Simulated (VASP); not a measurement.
# The low-index faces of Ag, part 3 of 4

How do surface energy, work function and relaxation of Ag depend on the face?

VASP 6.6.1; PBEsol; plane waves and PAW (Ag).

So far. Step 4 (Surface relaxation, 7 atoms, face Ag(111)): The run ended after 2 ionic steps, 0.000 eV below its first step, once the forces on the free atoms met EDIFFG = -0.03. Step 5 (Potential and states of the slab, 7 atoms, face Ag(111)): The vacuum level lies 4.67 eV above the Fermi level at the upper face; both faces agree, as the slab has next to no dipole.

## 6. Relaxing the slab, 7 atoms, face Ag(100)

The input, INCAR:

```
SYSTEM = Ag
PREC = Normal
ENCUT = 320
EDIFF = 1E-05
NELM = 120
ISMEAR = 1
SIGMA = 0.15
LREAL = .FALSE.
ALGO = Fast
GGA = PS
NBANDS = 47
LASPH = .TRUE.
LORBIT = 11
LWAVE = .FALSE.
LCHARG = .FALSE.
KPAR = 4
IBRION = 2
NSW = 40
ISIF = 2
EDIFFG = -0.03
POTIM = 0.4
MAXMIX = 40
```

The input, POSCAR:

```
Ag
1.0
    2.8645991253      0.0000000000      0.0000000000
    0.0000000000      2.8645991253      0.0000000000
    0.0000000000      0.0000000000     27.1534648014
Ag
7
Direct
    0.0000000000      0.0000000000      0.2762078500
    0.5000000000      0.5000000000      0.3508052300
    0.0000000000      0.0000000000      0.4254026200
    0.5000000000      0.5000000000      0.5000000000
    0.0000000000      0.0000000000      0.5745973800
    0.5000000000      0.5000000000      0.6491947700
    0.0000000000      0.0000000000      0.7237921500
```

The input, KPOINTS:

```
Automatic mesh
0
Gamma
10 10 1
0 0 0
```

The projector-augmented-wave data sets are Ag (PBE family, release 64).

Command:

```sh
$ mpirun -np 4 vasp_std
```

The log of the run:

```text
[... set-up lines as in an earlier step ...]
 entering main loop
       N       E                     dE             d eps       ncg     rms          rms(c)
DAV:   1     0.387648865957E+03    0.38765E+03   -0.29305E+04  2030   0.101E+03
DAV:   2    -0.128535390763E+02   -0.40050E+03   -0.37984E+03  2180   0.268E+02
DAV:   3    -0.241868046807E+02   -0.11333E+02   -0.11164E+02  2213   0.472E+01
DAV:   4    -0.243286949870E+02   -0.14189E+00   -0.14183E+00  2337   0.527E+00
DAV:   5    -0.243314081965E+02   -0.27132E-02   -0.27127E-02  2281   0.705E-01    0.144E+01
RMM:   6    -0.221438582615E+02    0.21875E+01   -0.75571E+00  1974   0.148E+01    0.860E+00
RMM:   7    -0.220900964843E+02    0.53762E-01   -0.46614E-01  1986   0.270E+00    0.472E+00
RMM:   8    -0.221265553672E+02   -0.36459E-01   -0.13578E-01  1983   0.168E+00    0.122E+00
RMM:   9    -0.220639699909E+02    0.62585E-01   -0.51452E-02  1987   0.922E-01    0.203E-01
RMM:  10    -0.220619161103E+02    0.20539E-02   -0.23358E-03  1993   0.215E-01    0.800E-02
RMM:  11    -0.220618763339E+02    0.39776E-04   -0.36964E-04  2012   0.799E-02    0.514E-02
RMM:  12    -0.220618746549E+02    0.16790E-05   -0.14743E-04  1913   0.534E-02    0.150E-02
RMM:  13    -0.220619074180E+02   -0.32763E-04   -0.36828E-05  1321   0.253E-02    0.851E-03
RMM:  14    -0.220619742001E+02   -0.66782E-04   -0.22781E-05  1244   0.156E-02    0.597E-03
RMM:  15    -0.220620064745E+02   -0.32274E-04   -0.62756E-06  1087   0.791E-03    0.296E-03
RMM:  16    -0.220620293461E+02   -0.22872E-04   -0.64412E-06  1077   0.660E-03    0.231E-03
RMM:  17    -0.220620496696E+02   -0.20323E-04   -0.16222E-06   724   0.429E-03    0.126E-03
RMM:  18    -0.220620594299E+02   -0.97604E-05   -0.42485E-07   503   0.328E-03
   1 F= -.22062059E+02 E0= -.22061431E+02  d E =-.220621E+02
 curvature:   0.00 expect dE= 0.000E+00 dE for cont linesearch  0.000E+00
 trial: gam= 0.00000 g(F)=  0.200E-02 g(S)=  0.000E+00 ort = 0.000E+00 (trialstep = 0.100E+01)
 search vector abs. value=  0.200E-02
 bond charge predicted
       N       E                     dE             d eps       ncg     rms          rms(c)
DAV:   1    -0.220635263187E+02   -0.14766E-02   -0.53589E-01  2100   0.296E+00    0.593E-02
RMM:   2    -0.220637252100E+02   -0.19889E-03   -0.25655E-03  1979   0.331E-01    0.517E-02
RMM:   3    -0.220637623038E+02   -0.37094E-04   -0.26626E-04  1967   0.111E-01    0.207E-02
RMM:   4    -0.220637750965E+02   -0.12793E-04   -0.54467E-05  1702   0.470E-02    0.464E-03
RMM:   5    -0.220637857867E+02   -0.10690E-04   -0.17278E-05  1127   0.215E-02    0.374E-03
RMM:   6    -0.220637882005E+02   -0.24138E-05   -0.31904E-06  1069   0.906E-03
   2 F= -.22063788E+02 E0= -.22063148E+02  d E =-.172877E-02
[...]
3 F= -.22065005E+02 E0= -.22064348E+02  d E =-.294510E-02
[...]
4 F= -.22065289E+02 E0= -.22064591E+02  d E =-.322996E-02
[...]
5 F= -.22065451E+02 E0= -.22064780E+02  d E =-.339141E-02
[...]
6 F= -.22065517E+02 E0= -.22064833E+02  d E =-.345716E-02
[...]
7 F= -.22065527E+02 E0= -.22064848E+02  d E =-.346731E-02
[...]
8 F= -.22065528E+02 E0= -.22064847E+02  d E =-.346819E-02
 curvature:  -0.58 expect dE=-0.126E-03 dE for cont linesearch -0.155E-05
 ZBRENT: accuracy reached
 trial: gam= 0.14586 g(F)=  0.218E-03 g(S)=  0.000E+00 ort =-0.734E-04 (trialstep = 0.149E+01)
 search vector abs. value=  0.240E-03
 bond charge predicted
       N       E                     dE             d eps       ncg     rms          rms(c)
DAV:   1    -0.220657213811E+02   -0.19581E-03   -0.14147E-01  1988   0.152E+00    0.337E-02
RMM:   2    -0.220657403084E+02   -0.18927E-04   -0.64851E-04  1973   0.166E-01    0.398E-02
RMM:   3    -0.220657562503E+02   -0.15942E-04   -0.96774E-05  1897   0.606E-02    0.446E-02
RMM:   4    -0.220657568290E+02   -0.57870E-06   -0.42680E-05  1465   0.295E-02
   9 F= -.22065757E+02 E0= -.22065091E+02  d E =-.229212E-03
 trial-energy change:   -0.000229  1 .order   -0.000224   -0.000310   -0.000139
 step:   2.7011(harm=  2.7011)  dis= 0.00519  next Energy=   -22.065808 (dE=-0.280E-03)
 reached required accuracy - stopping structural energy minimisation
```

It took 70 s on 4 MPI ranks of AMD EPYC 9R14 (Zen 4), shared host; peak memory 0.76 GiB; 4.5 min of CPU time.

OUTCAR, selected parts (step 6):

```text
   k-points           NKPTS =     21   k-points in BZ     NKDIM =     21   number of bands    NBANDS=     47

   ENCUT  =  320.0 eV  23.52 Ry    4.85 a.u.   4.18  4.18 39.61*2*pi/ulx,y,z

   NELECT =      77.0000    total number of electrons

 E-fermi :   2.3408

 k-point     1 :       0.0000    0.0000    0.0000
  band No.  band energies     occupation
    ...
     37      -0.5345      2.00000
     38      -0.3715      2.00000
     39      -0.3715      2.00000
     40      -0.1457      2.00000
     41       1.4538      2.00000
     42       3.0044     -0.00000
     43       3.7985     -0.00000
     44       6.5517      0.00000
     45       7.0380      0.00000
     46       7.9169      0.00000
    ...

  Total       -1.8922868     -1.8922868     -0.4050523      0.0000000      0.0000000     -0.0000000
  in kB      -13.6064418    -13.6064418     -2.9125187      0.0000000      0.0000000     -0.0000000
  external PRESSURE =     -10.0418008 kB  Pullay stress =       0.0000000 kB

 POSITION                                       TOTAL-FORCE (eV/Angst)
 -----------------------------------------------------------------------------------
      0.00000      0.00000      7.51579        -0.000000      0.000000      0.001269
      1.43230      1.43230      9.51005        -0.000000      0.000000      0.009938
      0.00000      0.00000     11.54620         0.000000      0.000000     -0.022584
      1.43230      1.43230     13.57673         0.000000      0.000000      0.000000
      0.00000      0.00000     15.60726         0.000000      0.000000      0.022584
      1.43230      1.43230     17.64342         0.000000     -0.000000     -0.009938
      2.86460      0.00000     19.63768         0.000000     -0.000000     -0.001269
 -----------------------------------------------------------------------------------
    total drift:                                0.000000      0.000000     -0.000000

  FREE ENERGIE OF THE ION-ELECTRON SYSTEM (eV)
  ---------------------------------------------------
  free  energy   TOTEN  =       -22.0657568290 eV

  energy  without entropy=      -22.0637591274  energy(sigma->0) =      -22.06509093

[... 1 part as in an earlier step ...]

[... 15 further parts left out ...]
```

The run keeps the 16 symmetry operations of its start, so it cannot find a distortion of lower symmetry.

Relaxation path:

| step | energy less that of the first step (eV) | largest force (eV/Å) |
| --- | --- | --- |
| 1 | 0.0000 | 0.1185 |
| 2 | -0.0017 | 0.0774 |
| 3 | -0.0029 | 0.0345 |
| 4 | -0.0032 | 0.0701 |
| 5 | -0.0034 | 0.0444 |
| 6 | -0.0035 | 0.0484 |
| 7 | -0.0035 | 0.0483 |
| 8 | -0.0035 | 0.0475 |
| 9 | -0.0037 | 0.0226 |

The atoms that moved most (Å):

| atom | dx | dy | dz | length |
| --- | --- | --- | --- | --- |
| Ag1 | 0.000 | 0.000 | 0.016 | 0.016 |
| Ag7 | 0.000 | 0.000 | -0.016 | 0.016 |
| Ag2 | 0.000 | 0.000 | -0.016 | 0.016 |
| Ag6 | 0.000 | 0.000 | 0.016 | 0.016 |

The relaxed structure:

```xyz
7
Lattice="2.8646 0.0000 0.0000 0.0000 2.8646 0.0000 0.0000 0.0000 27.1535" Properties=species:S:1:pos:R:3
Ag    0.0000    0.0000    7.5158
Ag    1.4323    1.4323    9.5100
Ag    0.0000    0.0000   11.5462
Ag    1.4323    1.4323   13.5767
Ag    0.0000    0.0000   15.6073
Ag    1.4323    1.4323   17.6434
Ag    0.0000    0.0000   19.6377
```

Numbers from this step:

| Property | Result |
| --- | --- |
| electronic cycles | 51 |
| free energy (TOTEN) | -22.07 eV |
| energy at zero smearing | -22.07 eV |
| Fermi energy | 2.341 eV |

The run ended after 9 ionic steps, 0.004 eV below its first step, once the forces on the free atoms met EDIFFG = -0.03.

## 7. Vacuum level and density of states, 7 atoms, face Ag(100)

The input, INCAR:

```
SYSTEM = Ag
PREC = Normal
ENCUT = 320
EDIFF = 1E-06
NELM = 120
ISMEAR = 1
SIGMA = 0.15
LREAL = .FALSE.
ALGO = Fast
GGA = PS
NBANDS = 47
LASPH = .TRUE.
LORBIT = 11
LWAVE = .FALSE.
LCHARG = .TRUE.
KPAR = 4
IDIPOL = 3
LDIPOL = .TRUE.
DIPOL = 0.5 0.5 0.5
LVHAR = .TRUE.
LVACPOTAV = .TRUE.
NEDOS = 1500
```

The input, POSCAR:

```
Ag
1.0
    2.8645991253      0.0000000000      0.0000000000
    0.0000000000      2.8645991253      0.0000000000
    0.0000000000      0.0000000000     27.1534648014
Ag
7
Direct
    0.0000000000      0.0000000000      0.2767893439
    0.5000000000      0.5000000000      0.3502332925
    0.0000000000      0.0000000000      0.4252202810
    0.5000000000      0.5000000000      0.5000000000
    0.0000000000      0.0000000000      0.5747797190
    0.5000000000      0.5000000000      0.6497667075
    0.0000000000      0.0000000000      0.7232106561
```

KPOINTS is that of step 6.

Command:

```sh
$ mpirun -np 4 vasp_std
```

The log of the run:

```text
[... set-up lines as in an earlier step ...]
 entering main loop
       N       E                     dE             d eps       ncg     rms          rms(c)
DAV:   1     0.388161485421E+03    0.38816E+03   -0.29309E+04  2014   0.101E+03
DAV:   2    -0.130118631953E+02   -0.40117E+03   -0.38113E+03  2212   0.268E+02
DAV:   3    -0.242030927676E+02   -0.11191E+02   -0.11018E+02  2212   0.471E+01
DAV:   4    -0.243413291106E+02   -0.13824E+00   -0.13818E+00  2331   0.520E+00
DAV:   5    -0.243439790504E+02   -0.26499E-02   -0.26487E-02  2290   0.697E-01    0.145E+01
RMM:   6    -0.221492986600E+02    0.21947E+01   -0.75648E+00  1983   0.148E+01    0.865E+00
RMM:   7    -0.220961344929E+02    0.53164E-01   -0.47642E-01  2017   0.273E+00    0.473E+00
RMM:   8    -0.221494763978E+02   -0.53342E-01   -0.15939E-01  2199   0.177E+00    0.134E+00
RMM:   9    -0.220678128987E+02    0.81663E-01   -0.63373E-02  2201   0.101E+00    0.208E-01
RMM:  10    -0.220656294825E+02    0.21834E-02   -0.27219E-03  2157   0.230E-01    0.818E-02
RMM:  11    -0.220655835920E+02    0.45891E-04   -0.41610E-04  2173   0.846E-02    0.523E-02
RMM:  12    -0.220655832600E+02    0.33190E-06   -0.15825E-04  2201   0.551E-02    0.165E-02
RMM:  13    -0.220656162428E+02   -0.32983E-04   -0.39131E-05  2182   0.259E-02    0.873E-03
RMM:  14    -0.220656805290E+02   -0.64286E-04   -0.21516E-05  2085   0.157E-02    0.650E-03
RMM:  15    -0.220657186148E+02   -0.38086E-04   -0.79649E-06  1740   0.841E-03    0.253E-03
RMM:  16    -0.220657392694E+02   -0.20655E-04   -0.62287E-06  1631   0.622E-03    0.201E-03
RMM:  17    -0.220657596135E+02   -0.20344E-04   -0.16676E-06  1414   0.394E-03    0.117E-03
RMM:  18    -0.220657687367E+02   -0.91232E-05   -0.37917E-07  1170   0.198E-03    0.107E-03
RMM:  19    -0.220657784651E+02   -0.97284E-05   -0.18261E-07   891   0.140E-03    0.377E-04
RMM:  20    -0.220657816978E+02   -0.32327E-05   -0.76093E-08   651   0.112E-03    0.194E-04
RMM:  21    -0.220657828943E+02   -0.11965E-05   -0.41577E-08   568   0.100E-03    0.968E-05
RMM:  22    -0.220657829762E+02   -0.81952E-07   -0.32586E-09   337   0.836E-04
 [... a notice as in an earlier step ...]

   1 F= -.22065783E+02 E0= -.22065120E+02  d E =-.198785E-02
 [... a notice as in an earlier step ...]
```

Wall time 26 s (4 MPI ranks); peak memory 0.72 GiB; 98 s of CPU time.

OUTCAR, selected parts (step 7):

```text
   NELECT =      77.0000    total number of electrons

 dipolmoment           0.000000      0.000000     -0.000000 electrons x Angstroem

 E-fermi :   2.3415

 k-point     1 :       0.0000    0.0000    0.0000
  band No.  band energies     occupation
    ...
     37      -0.5320      2.00000
     38      -0.3699      2.00000
     39      -0.3699      2.00000
     40      -0.1458      2.00000
     41       1.4527      2.00000
     42       3.0014     -0.00000
     43       3.7966     -0.00000
     44       6.5571      0.00000
     45       7.0137      0.00000
     46       7.9592      0.00000
    ...

  Total       -2.0075063     -2.0075063     -0.5762309      0.0000000      0.0000000      0.0000000
  in kB      -14.4349254    -14.4349254     -4.1433743      0.0000000      0.0000000      0.0000000
  external PRESSURE =     -11.0044084 kB  Pullay stress =       0.0000000 kB

 POSITION                                       TOTAL-FORCE (eV/Angst)
 -----------------------------------------------------------------------------------
      0.00000      0.00000      7.51579         0.000000     -0.000000      0.006541
      1.43230      1.43230      9.51005        -0.000000      0.000000      0.013221
      0.00000      0.00000     11.54620         0.000000     -0.000000     -0.028796
      1.43230      1.43230     13.57673         0.000000     -0.000000     -0.000000
      0.00000      0.00000     15.60726         0.000000     -0.000000      0.028796
      1.43230      1.43230     17.64342         0.000000      0.000000     -0.013221
      0.00000      0.00000     19.63768        -0.000000     -0.000000     -0.006541
 -----------------------------------------------------------------------------------
    total drift:                                0.000000      0.000000     -0.000000

  FREE ENERGIE OF THE ION-ELECTRON SYSTEM (eV)
  ---------------------------------------------------
  free  energy   TOTEN  =       -22.0657829762 eV

  energy  without entropy=      -22.0637951239  energy(sigma->0) =      -22.06512036

[... 7 parts as in an earlier step ...]

[... 10 further parts left out ...]
```

This step gave:

| Quantity | Value |
| --- | --- |
| electronic cycles | 22 |
| work functions of the upper and lower face | 4.477, 4.477 eV |

The planar average of the electrostatic potential oscillates, so the rows of the table below give means over windows of 2.04 Å about each position, cut where the curve ends. Its maxima inside the range that stand out by 2 % of the span (Å: eV): 8.5: -0.997, 10.5: -0.540, 12.6: -0.614, 14.6: -0.614, 16.6: -0.540, 18.7: -0.997. Its minima: 7.5: -15.2, 9.5: -15.4, 11.5: -15.3, 13.6: -15.4, 15.6: -15.3, 17.6: -15.4, 19.7: -15.2.

Zero at the Fermi level. Planar average of the electrostatic potential against height; means over each step:

| height (Å) | planar average of the electrostatic potential (eV) |
| --- | --- |
| 1.02 | 4.48 |
| 3.06 | 4.48 |
| 5.10 | 4.27 |
| 7.14 | -7.14 |
| 9.18 | -8.64 |
| 11.22 | -8.43 |
| 13.26 | -8.49 |
| 15.30 | -8.46 |
| 17.34 | -8.49 |
| 19.38 | -8.42 |
| 21.42 | 3.34 |
| 23.46 | 4.47 |
| 25.50 | 4.48 |

Density of states in the PAW spheres, an atom over height of the layer and energy from the Fermi level.

Ten even steps from '_' (0.00 states/eV) to '@' (3.95 states/eV), each cell a mean:
```
______________
______________
______________
______________
______________
______________
______________
______________
====++==++====
@@%%######%%@@
@@**********@@
%%==******==%%
%%****##****%%
**##%%##%%##**
==++++++++++==
==**==++==**==
::##******##::
__----==----__
______________
______________
______________
______________
```
Columns: height of the layer (Å) from 7.5 to 19.6; rows upwards: energy from the Fermi level (eV) from -7.9 to 0.5.

Valence density in the ca plane at fractional y = 0.000, with atoms of Ag within 0.2 Å of it. It is the smooth field of the valence electrons, not physical close to the nuclei.

Ten even steps from '0' (0.0 e/Å³) to '9' (6.9 e/Å³), each cell a mean:
```
00000026852000000158620000001586200000000000
00000012320000000023210000000232100000000000
00000000000000000000000000000000000000000000
00000000000000000000000000000000000000000000
00000000000000000000000000000000000000000000
00000001110000000011100000000111000000000000
00000014541000000145410000001355200000000000
00000027962000000269730000002698300000000000
```
Columns run along c (16.0 Å, from fractional 0.32 to 0.91 of the cell), rows up along a (2.9 Å). Atoms in or near the plane, at fractional coordinates: Ag at (0.43, 0.00), Ag at (0.57, 0.00), Ag at (0.72, 0.00).

The map of layer states is cut here 0.5 eV above the Fermi level, so it leaves out the states above that.

The program warns that it found no field-free vacuum at its default tolerance, so these levels carry more doubt.

On this mesh the fine structure of the density of states is sampling noise, and high empty states may be cut by the number of bands.

(Part 3 of 4 ends here.)

[Lines on the potential files, build, host, timing and source positions are cut from VASP's logs without a mark.]

[Logs are printed without paths, hosts, clocks, repeated set-up lines and the standing remarks that a program may print on its own settings, such as how far it seeks lower states.]

[Hosts, paths, dates, database ids (printed as entryN), source tags and the programs' standing remarks are cut or masked in the printed files.]

[Runs that stopped without an error message from VASP are left out.]
